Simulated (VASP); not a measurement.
C:

```
C
1.0
     2.46729    0.00000    0.00000
    -1.23365    2.13674    0.00000
     0.00000    0.00000    7.80307
C
4
Direct
  0.00000 0.00000 0.25000
  0.00000 0.00000 0.75000
  0.33333 0.66667 0.25000
  0.66667 0.33333 0.75000
```

* Program: VASP 6.6.1
* Task: relaxation of cell and atoms
* Functional: PBE
* Dispersion: D3(BJ)
* Potentials or basis: VASP PAW PBE potentials, release 64 (C_h)
* Cutoff: 900 eV
* k mesh: 15 × 15 × 4
* Occupations: gaussian, width 0.02 eV
* Spin: no spin polarisation

At the start: pressure -1.5 GPa; volume 10.28 Å³/atom.

Problem. How do energy, volume and symmetry change on relaxing?

Solution. Over 15 steps the energy falls by 13.2 meV/atom and the volume is 8.83 Å³/atom (-14.2 %); space group P6_3/mmc (No. 194, to 0.05 Å).

Step by step:
```
step  energy change (eV)  largest force (eV/Å)  pressure (GPa)  volume (Å³)
   1              0.0000                0.0000           -1.48        41.14
   2             -0.0021                0.0000            1.23        40.57
   3             -0.0023                0.0000            0.64        40.69
   4             -0.0043                0.0000            0.64        40.54
   5             -0.0103                0.0000            0.63        40.10
   6             -0.0217                0.0000            0.62        39.21
   7             -0.0412                0.0000            0.63        37.43
   8             -0.0451                0.0000            1.25        33.86
   9             -0.0518                0.0000            0.77        35.76
  10             -0.0525                0.0000            0.87        35.19
  11             -0.0467                0.0000           -3.95        35.75
  12             -0.0528                0.0000            0.00        35.29
  13             -0.0528                0.0000            0.01        35.29
  14             -0.0528                0.0000            0.02        35.29
  15             -0.0528                0.0000            0.02        35.31
```

Final structure:
```xyz
4
Lattice="2.4644 0.0000 0.0000 -1.2322 2.1343 0.0000 0.0000 0.0000 6.7135" Properties=species:S:1:pos:R:3 pbc="T T T"
C     0.0000    0.0000    1.6784
C     0.0000    0.0000    5.0351
C     0.0000    1.4228    1.6784
C     1.2322    0.7114    5.0351
```

Caveat: the cutoff is under 1.25 times the usual one of these potentials, so pressure, stress and relaxed cells hold a basis-set (Pulay) error.
